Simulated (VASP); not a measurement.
Calculation: PBE GGA, VASP's PBE PAW potentials (set 64) (plane waves; VASP).

VASP input:

### INCAR
```
NELM  =  100
EDIFF  =  1E-6   # SCF stop (eV)
SYSTEM  =  Cl2
LASPH  =  .TRUE.   # aspherical one-centre terms
LREAL  =  .FALSE.
ALGO  =  Normal   # blocked Davidson
ISIF  =  2
PREC  =  Accurate
LWAVE  =  .FALSE.
LCHARG  =  .FALSE.
SIGMA  =  0.1   # width (eV)
GGA  =  PE
ENCUT  =  300   # plane-wave cut-off (eV)
ISMEAR  =  -1
```

KPOINTS:
```
Automatic
0
Gamma
  6 6 9
```

File POSCAR:
```
Cl2
4.9338110
  1.0000000000   0.0000000000   0.0000000000
 -0.4999998987   0.8660252693   0.0000000000
  0.0000000000   0.0000000000   0.6082162450
Cl
3
Cartesian
  0.0054240011   0.0092422217  -0.0050360305
 -0.0011309332   0.5708700011   0.3048148698
  0.4957070335   0.2859130465   0.3084380140
```

POTCAR, in this order: Cl (PBE.64 set). Program: vasp_std.

The run wrote:

### OSZICAR
```
       N       E                     dE             d eps       ncg     rms          rms(c)
DAV:   1     0.946454170584E+02    0.94645E+02   -0.69716E+03  4592   0.816E+02
DAV:   2     0.116294626328E+01   -0.93482E+02   -0.92370E+02  6096   0.190E+02
DAV:   3    -0.299426370010E+01   -0.41572E+01   -0.41082E+01  5360   0.483E+01
DAV:   4    -0.303224239985E+01   -0.37979E-01   -0.37951E-01  6484   0.527E+00
DAV:   5    -0.303279655750E+01   -0.55416E-03   -0.55414E-03  6170   0.593E-01    0.717E+00
DAV:   6    -0.321832664079E+01   -0.18553E+00   -0.25451E+00  7078   0.702E+00    0.562E+00
DAV:   7    -0.294772988272E+01    0.27060E+00   -0.17431E+00  6102   0.455E+00    0.374E+00
DAV:   8    -0.293744817389E+01    0.10282E-01   -0.78425E-02  6266   0.192E+00    0.327E-01
DAV:   9    -0.293744389321E+01    0.42807E-05   -0.43368E-03  6188   0.480E-01    0.158E-01
DAV:  10    -0.293734654114E+01    0.97352E-04   -0.44159E-04  6254   0.130E-01    0.500E-02
DAV:  11    -0.293735217600E+01   -0.56349E-05   -0.10288E-04  6196   0.533E-02    0.358E-02
DAV:  12    -0.293734655546E+01    0.56205E-05   -0.37523E-05  5742   0.295E-02    0.257E-02
DAV:  13    -0.293734894743E+01   -0.23920E-05   -0.34524E-06  6082   0.156E-02    0.698E-03
DAV:  14    -0.293734876654E+01    0.18089E-06   -0.18420E-07  4270   0.261E-03
   1 F= -.29373488E+01 E0= -.28451088E+01  d E =-.184480E+00
```

**OUTCAR**
```
------------------------ aborting loop because EDIFF is reached ----------------------------------------
  FORCE on cell =-STRESS in cart. coord.  units (eV):
  Direction    XX          YY          ZZ          XY          YZ          ZX
  --------------------------------------------------------------------------------------
  Total        0.4592074      0.5554431     -0.0950126      0.0298882      0.0017511     -0.0003977
  in kB       11.6300978     14.0674079     -2.4063336      0.7569622      0.0443496     -0.0100719
  external PRESSURE =       7.7637240 kB  Pullay stress =       0.0000000 kB
  volume of cell :       63.26
      direct lattice vectors                 reciprocal lattice vectors
     4.933811000  0.000000000  0.000000000     0.202683078  0.117019124  0.000000000
    -2.466905000  4.272805000  0.000000000     0.000000000  0.234038296  0.000000000
     0.000000000  0.000000000  3.000824000     0.000000000  0.000000000  0.333241803
 POSITION                                       TOTAL-FORCE (eV/Angst)
 -----------------------------------------------------------------------------------
      0.02676      0.04560      2.97598        -0.019100     -0.036662      0.012445
     -0.00558      2.81656      1.50390         0.029558     -0.011338     -0.008465
      2.44572      1.41064      1.52177        -0.010458      0.048001     -0.003980
 -----------------------------------------------------------------------------------
    total drift:                               -0.000139     -0.000212      0.000284
  FREE ENERGIE OF THE ION-ELECTRON SYSTEM (eV)
  ---------------------------------------------------
  free  energy   TOTEN  =        -2.9373487665 eV

  energy  without entropy=       -2.7528688862  energy(sigma->0) =       -2.84510883
```
(Selected blocks of OUTCAR.)

At this cut-off the stress carries a Pulay error, which pulls relaxed volumes low.

The structure was generated: Cl2 was put into an ordered model structure, which need not be its known phase. The cell was not relaxed at this level, atoms are displaced from their ideal sites.
